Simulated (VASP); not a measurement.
A run of VASP 6.6.1 is set up as follows.

The input INCAR:

```
PREC = Accurate ; ENCUT = 520
EDIFF = 1E-7 ; ISMEAR = 0
SIGMA = 0.01 ; LREAL = False
LASPH = True ; NELM = 60
ALGO = Normal ; ISIF = 2
LWAVE = False ; LCHARG = False
GGA = RE ; NBANDS = 32
```

KPOINTS

```
regular mesh
0
Gamma
  4 4 2
```

Contents of POSCAR:

```
SrPb2N2
1.0
    3.5824279500      0.0000000000      0.0000000000
   -1.7912139800      3.1024736100      0.0000000000
    0.0000000000      0.0000000000      9.4849625000
Sr Pb N
1 2 2
Direct
    0.0000000000      0.0000000000      0.5000000000
    0.6666666700      0.3333333300      0.1938648700
    0.3333333300      0.6666666700      0.8061351300
    0.6666666700      0.3333333300      0.6723287300
    0.3333333300      0.6666666700      0.3276712700
```

Potentials or basis: VASP PAW PBE potentials, release 64 (Sr_sv, Pb_d, N).

Run with:

```bash
$ cat potpaw_PBE.64/Sr_sv/POTCAR potpaw_PBE.64/Pb_d/POTCAR potpaw_PBE.64/N/POTCAR > POTCAR
$ mpirun -np 1 vasp_std > vasp.out
```

Question: Estimate the band gap on the k mesh.

Answer: 0.37 eV, direct.

Question: Estimate the largest force.

Answer: 0.312 eV/Å.

Stress tensor (GPa, compression positive):
```
3.53 0.00 0.00
0.00 3.53 0.00
0.00 0.00 2.83
```

Caveat: the k mesh is coarse (spacing up to 0.51 Å⁻¹), so the values aren't converged; the PAW data sets were made with another functional, which shifts forces and pressure a little; spin-orbit coupling is left out, which as a rule narrows the gap of such compounds by several tenths of an eV. As with any semilocal functional, this revPBE gap is likely too small.
